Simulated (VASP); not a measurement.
Method: LDA (Ceperley-Alder, Perdew-Zunger), VASP's LDA PAW potentials (set 64) (plane waves; VASP).

Input for VASP

INCAR:
```
LWAVE = .FALSE.
IBRION = 2
ISIF = 3   ! ions, shape and volume
ISMEAR = 0
EDIFFG = -0.02   ! ionic stop
ENCUT = 500
SIGMA = 0.05
LASPH = .TRUE.
LREAL = .FALSE.   ! projection in real space or not
NSW = 40   ! most ionic steps
PSTRESS = 50
PREC = Accurate
ALGO = Normal   ! blocked Davidson
LCHARG = .FALSE.
EDIFF = 1E-6
LMAXMIX = 6   ! l cut-off of mixed one-centre charges
NELM = 100
SYSTEM = WS2
```

### KPOINTS
```
Automatic mesh
0
Gamma
8 8 2
0 0 0
```

File POSCAR:
```
WS2
1
    1.5642004319    -2.7092745999     0.0000000000
    1.5642004319     2.7092745999     0.0000000000
    0.0000000000     0.0000000000    12.1782106907
W S
2 4
Direct
  0.3333330000   0.6666670000   0.2500000000
  0.6666670000   0.3333330000   0.7500000000
  0.3333330000   0.6666670000   0.8784065427
  0.6666670000   0.3333330000   0.3784065427
  0.6666670000   0.3333330000   0.1215934573
  0.3333330000   0.6666670000   0.6215934573
```

POTCAR, in this order: W_sv S (LDA.64 set). Program: vasp_std.

Output of the run:

File OUTCAR:
```
 ion  position               nearest neighbor table
   1  0.333  0.667  0.250-   4 2.39   5 2.39   4 2.39   5 2.39   4 2.39   5 2.39
   2  0.667  0.333  0.750-   3 2.39   6 2.39   3 2.39   6 2.39   3 2.39   6 2.39
   3  0.333  0.667  0.878-   2 2.39   2 2.39   2 2.39
   4  0.667  0.333  0.378-   1 2.39   1 2.39   1 2.39
   5  0.667  0.333  0.122-   1 2.39   1 2.39   1 2.39
   6  0.333  0.667  0.622-   2 2.39   2 2.39   2 2.39
  LATTYP: Found a hexagonal cell.
 ALAT       =     3.1284008453
 C/A-ratio  =     3.8927910114
 Subroutine PRICEL returns:
 Original cell was already a primitive cell.
 Subroutine GETGRP returns: Found 24 space group operations
The static configuration has the point symmetry D_3d.
 The point group associated with its full space group is D_6h.
The dynamic configuration has the point symmetry D_3d.
 Subroutine INISYM returns: Found 24 space group operations
 Subroutine IBZKPT returns following result:
 Found     20 irreducible k-points:

 Following reciprocal coordinates:
            Coordinates               Weight
  0.000000  0.000000  0.000000      1.000000
  0.125000  0.000000  0.000000      6.000000
  0.250000  0.000000  0.000000      6.000000
...
```

**OSZICAR**
```
...
DAV:   4    -0.524776545253E+02    0.22129E-02   -0.46272E-03  1368   0.386E-01    0.434E-01
DAV:   5    -0.524771173088E+02    0.53722E-03   -0.12478E-03  1450   0.248E-01    0.211E-01
DAV:   6    -0.524769708776E+02    0.14643E-03   -0.73462E-04  1559   0.146E-01    0.321E-02
DAV:   7    -0.524769652677E+02    0.56099E-05   -0.96325E-05  1452   0.601E-02    0.176E-02
DAV:   8    -0.524769652527E+02    0.15041E-07   -0.45408E-06  1339   0.133E-02
   4 F= -.49378110E+02 E0= -.49378110E+02  d E =-.314257E-01
       N       E                     dE             d eps       ncg     rms          rms(c)
DAV:   1    -0.525046364594E+02   -0.27671E-01   -0.34938E+00  1352   0.127E+01    0.215E+00
DAV:   2    -0.524591453113E+02    0.45491E-01   -0.29431E-01  1369   0.375E+00    0.102E+00
DAV:   3    -0.524504866631E+02    0.86586E-02   -0.20051E-02  1460   0.765E-01    0.514E-01
DAV:   4    -0.524482067790E+02    0.22799E-02   -0.49974E-03  1389   0.408E-01    0.435E-01
DAV:   5    -0.524477042203E+02    0.50256E-03   -0.11837E-03  1436   0.241E-01    0.206E-01
DAV:   6    -0.524475515318E+02    0.15269E-03   -0.74400E-04  1552   0.145E-01    0.334E-02
DAV:   7    -0.524475449493E+02    0.65825E-05   -0.10356E-04  1475   0.625E-02    0.176E-02
DAV:   8    -0.524475449647E+02   -0.15385E-07   -0.45181E-06  1369   0.134E-02
   5 F= -.49388441E+02 E0= -.49388441E+02  d E =-.417559E-01
       N       E                     dE             d eps       ncg     rms          rms(c)
DAV:   1    -0.525160709081E+02   -0.68526E-01   -0.34251E+00  1240   0.121E+01    0.190E+00
DAV:   2    -0.524585609037E+02    0.57510E-01   -0.48851E-01  1385   0.443E+00    0.132E+00
DAV:   3    -0.524506124814E+02    0.79484E-02   -0.23468E-02  1459   0.869E-01    0.530E-01
DAV:   4    -0.524465863314E+02    0.40261E-02   -0.11585E-02  1426   0.480E-01    0.226E-01
DAV:   5    -0.524460990564E+02    0.48727E-03   -0.16041E-03  1589   0.264E-01    0.170E-01
DAV:   6    -0.524460348343E+02    0.64222E-04   -0.40042E-04  1598   0.113E-01    0.499E-02
DAV:   7    -0.524460316389E+02    0.31954E-05   -0.44227E-05  1436   0.330E-02    0.232E-02
DAV:   8    -0.524460286701E+02    0.29688E-05   -0.11618E-05  1346   0.189E-02    0.778E-03
DAV:   9    -0.524460284188E+02    0.25128E-06   -0.13524E-06   893   0.560E-03
   6 F= -.49411495E+02 E0= -.49411495E+02  d E =-.230541E-01
       N       E                     dE             d eps       ncg     rms          rms(c)
DAV:   1    -0.526832074062E+02   -0.23718E+00   -0.12855E+01  1248   0.234E+01    0.361E+00
DAV:   2    -0.524673296129E+02    0.21588E+00   -0.17768E+00  1354   0.848E+00    0.255E+00
DAV:   3    -0.524383545179E+02    0.28975E-01   -0.84961E-02  1495   0.166E+00    0.973E-01
DAV:   4    -0.524240393209E+02    0.14315E-01   -0.37964E-02  1397   0.883E-01    0.456E-01
DAV:   5    -0.524220411863E+02    0.19981E-02   -0.60560E-03  1598   0.524E-01    0.335E-01
DAV:   6    -0.524216928149E+02    0.34837E-03   -0.17333E-03  1547   0.234E-01    0.109E-01
DAV:   7    -0.524216932145E+02   -0.39959E-06   -0.18841E-04  1450   0.691E-02    0.387E-02
DAV:   8    -0.524216821393E+02    0.11075E-04   -0.61842E-05  1473   0.479E-02    0.816E-03
DAV:   9    -0.524216822394E+02   -0.10008E-06   -0.62930E-06  1320   0.129E-02
   7 F= -.49434902E+02 E0= -.49434902E+02  d E =-.464617E-01
       N       E                     dE             d eps       ncg     rms          rms(c)
DAV:   1    -0.524245546895E+02   -0.28726E-02   -0.62957E-01  1240   0.525E+00    0.835E-01
DAV:   2    -0.524141554487E+02    0.10399E-01   -0.89230E-02  1386   0.192E+00    0.587E-01
DAV:   3    -0.524126742622E+02    0.14812E-02   -0.44623E-03  1478   0.376E-01    0.238E-01
DAV:   4    -0.524119035549E+02    0.77071E-03   -0.22690E-03  1397   0.213E-01    0.961E-02
DAV:   5    -0.524118163935E+02    0.87161E-04   -0.29085E-04  1612   0.114E-01    0.722E-02
DAV:   6    -0.524118075510E+02    0.88425E-05   -0.69104E-05  1599   0.467E-02    0.210E-02
DAV:   7    -0.524118068228E+02    0.72828E-06   -0.75026E-06  1283   0.141E-02
   8 F= -.49435592E+02 E0= -.49435592E+02  d E =-.471513E-01
       N       E                     dE             d eps       ncg     rms          rms(c)
DAV:   1    -0.524138162364E+02   -0.20087E-02   -0.15845E-02  1247   0.834E-01    0.135E-01
DAV:   2    -0.524135558752E+02    0.26036E-03   -0.23286E-03  1416   0.310E-01    0.962E-02
DAV:   3    -0.524135167228E+02    0.39152E-04   -0.12130E-04  1487   0.614E-02    0.400E-02
DAV:   4    -0.524134965764E+02    0.20146E-04   -0.58757E-05  1405   0.346E-02    0.160E-02
DAV:   5    -0.524134945758E+02    0.20006E-05   -0.65581E-06  1372   0.173E-02    0.117E-02
DAV:   6    -0.524134943981E+02    0.17771E-06   -0.16716E-06   781   0.832E-03
   9 F= -.49435603E+02 E0= -.49435603E+02  d E =-.471627E-01
       N       E                     dE             d eps       ncg     rms          rms(c)
DAV:   1    -0.524584542526E+02   -0.44960E-01   -0.58868E-01  1317   0.680E+00    0.186E+00
DAV:   2    -0.524416721715E+02    0.16782E-01   -0.65549E-02  1403   0.194E+00    0.539E-01
DAV:   3    -0.524377901128E+02    0.38821E-02   -0.12583E-02  1527   0.575E-01    0.199E-01
DAV:   4    -0.524373365839E+02    0.45353E-03   -0.20498E-03  1462   0.291E-01    0.161E-01
DAV:   5    -0.524372806405E+02    0.55943E-04   -0.33347E-04  1623   0.117E-01    0.120E-01
DAV:   6    -0.524372479192E+02    0.32721E-04   -0.15904E-04  1503   0.653E-02    0.236E-02
DAV:   7    -0.524372434059E+02    0.45134E-05   -0.37782E-05  1387   0.430E-02    0.146E-02
DAV:   8    -0.524372434283E+02   -0.22470E-07   -0.11693E-06   907   0.829E-03
  10 F= -.49435826E+02 E0= -.49435826E+02  d E =-.222512E-03
       N       E                     dE             d eps       ncg     rms          rms(c)
DAV:   1    -0.524316130754E+02    0.56303E-02   -0.12728E-01  1324   0.315E+00    0.875E-01
DAV:   2    -0.524279542535E+02    0.36588E-02   -0.14082E-02  1379   0.900E-01    0.253E-01
DAV:   3    -0.524271076857E+02    0.84657E-03   -0.26129E-03  1527   0.267E-01    0.920E-02
DAV:   4    -0.524270142804E+02    0.93405E-04   -0.42506E-04  1454   0.132E-01    0.767E-02
DAV:   5    -0.524270012322E+02    0.13048E-04   -0.68216E-05  1623   0.534E-02    0.549E-02
DAV:   6    -0.524269944196E+02    0.68125E-05   -0.33451E-05  1496   0.299E-02    0.106E-02
DAV:   7    -0.524269935472E+02    0.87244E-06   -0.78168E-06  1408   0.196E-02
  11 F= -.49436560E+02 E0= -.49436560E+02  d E =-.956279E-03
       N       E                     dE             d eps       ncg     rms          rms(c)
DAV:   1    -0.524303780283E+02   -0.33836E-02   -0.60307E-02  1333   0.174E+00    0.192E-01
DAV:   2    -0.524292549696E+02    0.11231E-02   -0.58255E-03  1476   0.395E-01    0.146E-01
DAV:   3    -0.524290337167E+02    0.22125E-03   -0.80260E-04  1481   0.173E-01    0.817E-02
DAV:   4    -0.524289444771E+02    0.89240E-04   -0.20092E-04  1471   0.790E-02    0.659E-02
DAV:   5    -0.524289346433E+02    0.98338E-05   -0.34524E-05  1618   0.351E-02    0.286E-02
DAV:   6    -0.524289310635E+02    0.35799E-05   -0.95656E-06  1357   0.176E-02    0.500E-03
DAV:   7    -0.524289309904E+02    0.73029E-07   -0.12897E-06   830   0.713E-03
  12 F= -.49436877E+02 E0= -.49436877E+02  d E =-.317742E-03
       N       E                     dE             d eps       ncg     rms          rms(c)
DAV:   1    -0.524286596124E+02    0.27145E-03   -0.36085E-03  1326   0.425E-01    0.472E-02
DAV:   2    -0.524285910592E+02    0.68553E-04   -0.35565E-04  1475   0.974E-02    0.362E-02
DAV:   3    -0.524285777430E+02    0.13316E-04   -0.48291E-05  1481   0.425E-02    0.201E-02
DAV:   4    -0.524285722958E+02    0.54472E-05   -0.12488E-05  1454   0.197E-02    0.164E-02
DAV:   5    -0.524285716867E+02    0.60916E-06   -0.18140E-06  1007   0.867E-03
  13 F= -.49436914E+02 E0= -.49436914E+02  d E =-.354443E-03
```

**OUTCAR**
```
------------------------ aborting loop because EDIFF is reached ----------------------------------------
  FORCE on cell =-STRESS in cart. coord.  units (eV):
  Direction    XX          YY          ZZ          XY          YZ          ZX
  --------------------------------------------------------------------------------------
  Total        2.9704095      2.9704094      3.0091751      0.0000000     -0.0000000      0.0000000
  in kB       49.6448784     49.6448773     50.2927724      0.0000000     -0.0000000      0.0000000
  external PRESSURE =      -0.1391573 kB  Pullay stress =      50.0000000 kB
  volume of cell :       95.86
      direct lattice vectors                 reciprocal lattice vectors
     1.546753602 -2.679055796  0.000000000     0.323257692 -0.186632918 -0.000000000
     1.546753602  2.679055796  0.000000000     0.323257692  0.186632918 -0.000000000
     0.000000000  0.000000000 11.566968890    -0.000000000  0.000000000  0.086453072
 POSITION                                       TOTAL-FORCE (eV/Angst)
 -----------------------------------------------------------------------------------
      1.54675      0.89302      2.89174        -0.000000      0.000000      0.000000
      1.54675     -0.89302      8.67523         0.000000     -0.000000      0.000000
      1.54675      0.89302     10.24354         0.000000     -0.000000     -0.004604
      1.54675     -0.89302      4.46006         0.000000      0.000000     -0.004604
      1.54675     -0.89302      1.32342         0.000000      0.000000      0.004604
      1.54675      0.89302      7.10691         0.000000     -0.000000      0.004604
 -----------------------------------------------------------------------------------
    total drift:                               -0.000141      0.001103     -0.000036
  FREE ENERGIE OF THE ION-ELECTRON SYSTEM (eV)
  ---------------------------------------------------
  free  energy   TOTEN  =       -52.4285716867 eV

  energy  without entropy=      -52.4285716867  energy(sigma->0) =      -52.42857169
  enthalpy is  TOTEN    =       -49.4369141314 eV   P V=        2.9916575553

 reached required accuracy - stopping structural energy minimisation
```
(Selected blocks of OUTCAR.)

File CONTCAR:
```
WS2
   1.00000000000000
     1.5467536018972123   -2.6790557963177366    0.0000000000000000
     1.5467536018972123    2.6790557963177366    0.0000000000000000
     0.0000000000000000    0.0000000000000000   11.5669688899722320
  W               S
     2     4
Direct
     0.3333330000000032    0.6666669999999968    0.2500000000000000
     0.6666669999999968    0.3333330000000032    0.7500000000000000
     0.3333330000000032    0.6666669999999968    0.8855858815197735
     0.6666669999999968    0.3333330000000032    0.3855858815197734
     0.6666669999999968    0.3333330000000032    0.1144141184802266
     0.3333330000000032    0.6666669999999968    0.6144141184802265
```

Energy and stress use the plane-wave basis of the starting cell.

The compound is WS2 in the 2H layered structure. This run relaxes it under an external pressure of 5 GPa. Symmetry was kept, so distortions that lower it aren't found.
